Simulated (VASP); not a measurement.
Data:

```
CELL_PARAMETERS angstrom
      1.77747    -3.07867     0.00000
      1.77747     3.07867     0.00000
      0.00000     0.00000    17.75144
ATOMIC_POSITIONS crystal
  Te 0.33333 0.66667 0.85087
  Te 0.66667 0.33333 0.35087
  Te 0.66667 0.33333 0.14913
  Te 0.33333 0.66667 0.64913
  Mo 0.33333 0.66667 0.25000
  Mo 0.66667 0.33333 0.75000
```

All values below come from RPBE GGA, VASP's PBE PAW potentials (set 64) (plane waves; VASP). Run with 520 eV cut-off, 7×7×2 Γ-centred mesh, Gaussian smearing of 0.050 eV, potentials Te Mo_sv.

Without a dispersion term in the relaxation, distances and binding between the weakly bound layers, chains or molecules are unreliable, and so is what depends on them.

Problem. The ions and cell shape at fixed volume are relaxed. Predict the relaxed structure.

Solution. 
```
CELL_PARAMETERS angstrom
      1.79167    -3.10327     0.00000
      1.79167     3.10327     0.00000
      0.00000     0.00000    17.47106
ATOMIC_POSITIONS crystal
  Te 0.33333 0.66667 0.85360
  Te 0.66667 0.33333 0.35360
  Te 0.66667 0.33333 0.14640
  Te 0.33333 0.66667 0.64640
  Mo 0.33333 0.66667 0.25000
  Mo 0.66667 0.33333 0.75000
```
Space group P6_3/mmc (194), at a tolerance of 0.03 Å.

Problem. How much energy does the relaxation gain?

Solution. The energy (σ→0) changes by -5.5 meV/atom, in 8 ionic steps.

The compound is MoTe2 in the 2H layered structure. This cell is one point of a volume scan, at 0.97 of the reference volume. Symmetry was kept, so distortions that lower it aren't found.
